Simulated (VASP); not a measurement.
Calculation: PBE GGA, VASP's PBE PAW potentials (set 64) (plane waves; VASP).

VASP input:

### POSCAR
```
La
1
    1.8850000000    -3.2649160000     0.0000000000
    1.8850000000     3.2649160000     0.0000000000
    0.0000000000     0.0000000000    12.1600000000
La
4
Direct
  0.0000000000   0.0000000000   0.5000000000
  0.0000000000   0.0000000000   0.0000000000
  0.3333330000   0.6666670000   0.2500000000
  0.6666670000   0.3333330000   0.7500000000
```

INCAR:
```
SYSTEM = La
PREC = Accurate; ENCUT = 400; LREAL = .FALSE.
LASPH = .TRUE.
EDIFF = 1E-6; NELM = 100; ALGO = Normal
LMAXMIX = 6
ISMEAR = -1; SIGMA = 0.02
GGA = PE
ISIF = 2
LWAVE = .FALSE.; LCHARG = .FALSE.
```

File KPOINTS:
```
Automatic mesh
0
Gamma
9 9 3
0 0 0
```

POTCAR, in this order: La (PBE.64 set). Program: vasp_std.

The resulting files:

File OUTCAR:
```
 ion  position               nearest neighbor table
   1  0.000  0.000  0.500-
   2  0.000  0.000  0.000-
   3  0.333  0.667  0.250-
   4  0.667  0.333  0.750-
  LATTYP: Found a hexagonal cell.
 ALAT       =     3.7700001972
 C/A-ratio  =     3.2254640222
 Subroutine PRICEL returns:
 Original cell was already a primitive cell.
 Subroutine GETGRP returns: Found 24 space group operations
The static configuration has the point symmetry D_3d.
 The point group associated with its full space group is D_6h.
The dynamic configuration has the point symmetry D_3d.
 Subroutine INISYM returns: Found 24 space group operations
 Subroutine IBZKPT returns following result:
 Found     24 irreducible k-points:

 Following reciprocal coordinates:
            Coordinates               Weight
  0.000000  0.000000  0.000000      1.000000
  0.111111 -0.000000  0.000000      6.000000
  0.222222  0.000000  0.000000      6.000000
  0.333333  0.000000  0.000000      6.000000
  0.444444  0.000000  0.000000      6.000000
...
```

File OSZICAR:
```
       N       E                     dE             d eps       ncg     rms          rms(c)
DAV:   1     0.536605953062E+03    0.53661E+03   -0.12860E+04  1256   0.185E+03
DAV:   2     0.966258926480E+02   -0.43998E+03   -0.43543E+03  1912   0.435E+02
DAV:   3    -0.528790189649E+01   -0.10191E+03   -0.10112E+03  2232   0.258E+02
DAV:   4    -0.175534630192E+02   -0.12266E+02   -0.12035E+02  2312   0.873E+01
DAV:   5    -0.193058532521E+02   -0.17524E+01   -0.17138E+01  2464   0.308E+01    0.480E+00
DAV:   6    -0.194999052681E+02   -0.19405E+00   -0.22064E+00  2440   0.108E+01    0.246E+00
DAV:   7    -0.195244255396E+02   -0.24520E-01   -0.32211E-01  2408   0.392E+00    0.600E-01
DAV:   8    -0.195330778470E+02   -0.86523E-02   -0.48726E-02  2456   0.140E+00    0.215E-01
DAV:   9    -0.195351881952E+02   -0.21103E-02   -0.85211E-03  2400   0.488E-01    0.167E-01
DAV:  10    -0.195366199376E+02   -0.14317E-02   -0.64317E-03  2080   0.491E-01    0.403E-02
DAV:  11    -0.195366262470E+02   -0.63094E-05   -0.58204E-04  2416   0.196E-01    0.344E-02
DAV:  12    -0.195366379596E+02   -0.11713E-04   -0.10453E-04  1984   0.500E-02    0.229E-02
DAV:  13    -0.195366389011E+02   -0.94156E-06   -0.57429E-05  2176   0.546E-02    0.518E-03
DAV:  14    -0.195366384972E+02    0.40394E-06   -0.66920E-06  1400   0.188E-02
   1 F= -.19536638E+02 E0= -.19531818E+02  d E =-.964063E-02
```

OUTCAR:
```
------------------------ aborting loop because EDIFF is reached ----------------------------------------
  FORCE on cell =-STRESS in cart. coord.  units (eV):
  Direction    XX          YY          ZZ          XY          YZ          ZX
  --------------------------------------------------------------------------------------
  Total       -0.0159381     -0.0159381     -0.3496364      0.0000000     -0.0000000      0.0000000
  in kB       -0.1706078     -0.1706079     -3.7426591      0.0000000     -0.0000000      0.0000000
  external PRESSURE =      -1.3612916 kB  Pullay stress =       0.0000000 kB
  volume of cell :      149.67
      direct lattice vectors                 reciprocal lattice vectors
     1.885000000 -3.264916000  0.000000000     0.265251989 -0.153143297  0.000000000
     1.885000000  3.264916000  0.000000000     0.265251989  0.153143297  0.000000000
     0.000000000  0.000000000 12.160000000     0.000000000  0.000000000  0.082236842
 POSITION                                       TOTAL-FORCE (eV/Angst)
 -----------------------------------------------------------------------------------
      0.00000      0.00000      6.08000         0.000000     -0.000000      0.000000
      0.00000      0.00000      0.00000         0.000000     -0.000000      0.000000
      1.88500      1.08831      3.04000         0.000000     -0.000000     -0.000000
      1.88500     -1.08831      9.12000        -0.000000      0.000000     -0.000000
 -----------------------------------------------------------------------------------
    total drift:                                0.000000      0.000000      0.000000
  FREE ENERGIE OF THE ION-ELECTRON SYSTEM (eV)
  ---------------------------------------------------
  free  energy   TOTEN  =       -19.5366384972 eV

  energy  without entropy=      -19.5269978653  energy(sigma->0) =      -19.53181818
```
(Selected blocks of OUTCAR.)

The compound is La in the dhcp structure. The cell was not relaxed at this level. The run is one of a series of settings (ISMEAR = -1, SIGMA = 0.02 against the base run), some of them coarse on purpose.
